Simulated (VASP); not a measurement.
Data:

```
CELL_PARAMETERS angstrom
      1.76404    -3.05540     0.00000
      1.76404     3.05540     0.00000
      0.00000     0.00000     5.56841
ATOMIC_POSITIONS crystal
  Tl 0.33333 0.66667 0.25000
  Tl 0.66667 0.33333 0.75000
```

These are rev-vdW-DF2, VASP's PBE PAW potentials (set 64) (plane waves; VASP) values and carry that method's errors. Settings: 520 eV cut-off, 13×13×8 Γ-centred mesh, tetrahedra with Blöchl corrections, potentials Tl_d.

Unless said otherwise, spin-orbit coupling is left out, though it shifts the bands of the heavy elements here.

### Question
Predict the energy per atom (σ→0), band gap (on the k-mesh) with the smallest direct gap where there is one.

### Answer

```yaml
band gap (on the k-mesh): none (metal, semimetal or under 0.01 eV)
energy per atom (σ→0): 493 meV/atom
```

Only differences to runs with the same potentials and settings are physical.

The compound is Tl in the hcp structure. It was relaxed first.
